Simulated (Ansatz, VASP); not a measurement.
This is a calculation of MgRe3 for VASP 6.6.1.

Contents of INCAR:

```
PREC = Accurate ; ENCUT = 520
EDIFF = 1E-7 ; ISMEAR = -1
SIGMA = 0.05 ; LREAL = F
LASPH = T ; NELM = 100
ALGO = Normal ; ISIF = 2
LWAVE = F ; LCHARG = T
GGA = PE ; LELF = T
LVHAR = T ; NBANDS = 20
```

KPOINTS

```
regular mesh
0
Gamma
  7 7 7
```

The input POSCAR:

```
MgRe3
1.0
    0.0000000000      3.1145280000      3.1145280000
    3.1145280000      0.0000000000      3.1145280000
    3.1145280000      3.1145280000      0.0000000000
Re Mg
3 1
Direct
    0.7500000000      0.7500000000      0.7500000000
    0.5000000000      0.5000000000      0.5000000000
    0.2500000000      0.2500000000      0.2500000000
    0.0000000000      0.0000000000      0.0000000000
```

Potentials or basis: VASP PAW PBE potentials, release 64 (Re, Mg).

Run with:

```console
$ cat potpaw_PBE.64/Re/POTCAR potpaw_PBE.64/Mg/POTCAR > POTCAR
$ mpirun -np 1 vasp_std > vasp.out
```

Task: Set up the same calculation for Ansatz 0.2.0. Potentials there: Ansatz PAW.

Result: As run (the cutoff follows the program's own potentials):

File input.yaml:

```yaml
crystal:
  lattice:
    - [0.0, 3.114528, 3.114528]
    - [3.114528, 0.0, 3.114528]
    - [3.114528, 3.114528, 0.0]
  atoms:
    - { symbol: Re, position: [0.75, 0.75, 0.75] }
    - { symbol: Re, position: [0.5, 0.5, 0.5] }
    - { symbol: Re, position: [0.25, 0.25, 0.25] }
    - { symbol: Mg, position: [0.0, 0.0, 0.0] }
hamiltonian:
  xc: pbe
  pseudopotentials: { kind: paw }
kpoints:
  mp_grid: { grid: [7, 7, 7] }
scf:
  occupations: { method: fermi_dirac, width: 0.05 }
output:
  forces: true
  stress: true
  eigenvalues: true
```

Potentials or basis: Ansatz PAW.

Command:

```console
$ ansatz run input.yaml --threads 2 --pin off --max-ram 5120MiB --backend cpu --events-out ev --progress --plain --runs-dir out
```

Both were run:

|  | VASP | Ansatz | Ansatz less VASP |
| --- | --- | --- | --- |
| gap on the k mesh at the Fermi level (eV) | none | none | - |
| pressure (GPa) | -1.0 | -0.3 | +0.64 |

A gap of «none» marks a metal or a gap that the smearing closes. The functional is the same, so the differences come from potentials, cutoffs and numerics. The two sets of potentials don't hold the same shells in valence.

Spin-orbit coupling is left out, which matters for the levels of Re.
